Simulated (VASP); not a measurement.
Output of a VASP run:

### OSZICAR
```
       N       E                     dE             d eps       ncg     rms          rms(c)
DAV:   1     0.925067678958E+02    0.92507E+02   -0.69954E+03   641   0.118E+03
DAV:   2     0.967291707625E+00   -0.91539E+02   -0.85672E+02   720   0.278E+02
DAV:   3    -0.681624304696E+01   -0.77835E+01   -0.77433E+01   758   0.803E+01
DAV:   4    -0.697559793735E+01   -0.15935E+00   -0.15920E+00   734   0.128E+01
DAV:   5    -0.697957108858E+01   -0.39732E-02   -0.39728E-02   818   0.199E+00    0.214E+00
DAV:   6    -0.678311848708E+01    0.19645E+00   -0.39891E-01   740   0.418E+00    0.161E+00
DAV:   7    -0.677127660190E+01    0.11842E-01   -0.92162E-02   766   0.203E+00    0.108E+00
DAV:   8    -0.677712386464E+01   -0.58473E-02   -0.99468E-03   656   0.106E+00    0.248E-01
DAV:   9    -0.677706893996E+01    0.54925E-04   -0.19781E-04   785   0.136E-01    0.136E-01
DAV:  10    -0.677722476605E+01   -0.15583E-03   -0.33494E-04   656   0.162E-01    0.516E-02
DAV:  11    -0.677721672010E+01    0.80460E-05   -0.19144E-05   764   0.433E-02    0.102E-02
DAV:  12    -0.677721710894E+01   -0.38885E-06   -0.16303E-06   680   0.137E-02    0.120E-03
DAV:  13    -0.677721751919E+01   -0.41025E-06   -0.24675E-07   683   0.381E-03    0.205E-03
DAV:  14    -0.677721737014E+01    0.14905E-06   -0.29016E-08   427   0.107E-03    0.415E-04
DAV:  15    -0.677721737349E+01   -0.33483E-08   -0.14509E-09   346   0.470E-04
   1 F= -.67772174E+01 E0= -.67772174E+01  d E =-.180448E-14
```

File OUTCAR:
```
------------------------ aborting loop because EDIFF is reached ----------------------------------------
  FORCE on cell =-STRESS in cart. coord.  units (eV):
  Direction    XX          YY          ZZ          XY          YZ          ZX
  --------------------------------------------------------------------------------------
  Total        0.0365627      0.0365627      0.0365627     -0.0000000      0.0000000     -0.0000000
  in kB        1.2794223      1.2794223      1.2794223     -0.0000000      0.0000000     -0.0000000
  external PRESSURE =       1.2794223 kB  Pullay stress =       0.0000000 kB
  volume of cell :       45.79
      direct lattice vectors                 reciprocal lattice vectors
     0.000000000  2.839455679  2.839455679    -0.176090088  0.176090088  0.176090088
     2.839455679  0.000000000  2.839455679     0.176090088 -0.176090088  0.176090088
     2.839455679  2.839455679  0.000000000     0.176090088  0.176090088 -0.176090088
  FREE ENERGIE OF THE ION-ELECTRON SYSTEM (eV)
  ---------------------------------------------------
  free  energy   TOTEN  =        -6.7772173735 eV

  energy  without entropy=       -6.7772173735  energy(sigma->0) =       -6.77721737
```
(Selected blocks of OUTCAR.)

File POSCAR:
```
NaCl
1
    0.0000000000     2.8394556795     2.8394556795
    2.8394556795     0.0000000000     2.8394556795
    2.8394556795     2.8394556795     0.0000000000
Na Cl
1 1
Direct
  0.0000000000   0.0000000000   0.0000000000
  0.5000000000   0.5000000000   0.5000000000
```

Q: Reconstruct the remaining input files.

A: Several could match; the one computed here: the input of the run itself, PBE GGA, plane waves, VASP's PBE PAW potentials (set 64).

### KPOINTS
```
Automatic mesh
0
Gamma
8 8 8
0 0 0
```

INCAR:
```
GGA=PE   # PBE
ENCUT=480
ISMEAR=0   # Gaussian
LCHARG=.False.
ISIF=2
EDIFF=1E-7   # SCF stop (eV)
PREC=Accurate
ALGO=Normal
LWAVE=.False.
SYSTEM=NaCl
SIGMA=0.05   # width (eV)
LREAL=.False.   # projection in real space or not
NELM=100
LASPH=.True.   # aspherical one-centre terms
```

POTCAR, in this order: Na_pv Cl (PBE.64 set). Program: vasp_std.

The compound is NaCl in the rock salt structure. It was relaxed first.
